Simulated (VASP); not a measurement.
Input:

```
Au
1.0
    0.00000     2.07009     2.07009
    2.07009     0.00000     2.07009
    2.07009     2.07009     0.00000
Au
1
Direct
  0.00000   0.00000   0.00000
```

These are PBE GGA with D3 dispersion (Becke-Johnson damping), VASP's PBE PAW potentials (set 64) (plane waves; VASP 6.6.1) values and carry that method's errors. Numerical set-up: 520 eV cut-off, 15×15×15 Γ-centred mesh, first-order Methfessel-Paxton smearing of 0.10 eV, potentials Au.

Unless said otherwise, spin-orbit coupling is left out, though it shifts the bands of the heavy elements here.

### Question
Predict the energy per atom (σ→0), pressure, band gap (on the k-mesh) with the smallest direct gap where there is one.

### Answer

```yaml
band gap (on the k-mesh): none (metal, semimetal or under 0.01 eV)
energy per atom (σ→0): -3.857 eV/atom
pressure: -4.43 GPa
```

The compound is Au in the fcc structure. This cell is one point of a volume scan, at 1.03 of the reference volume.
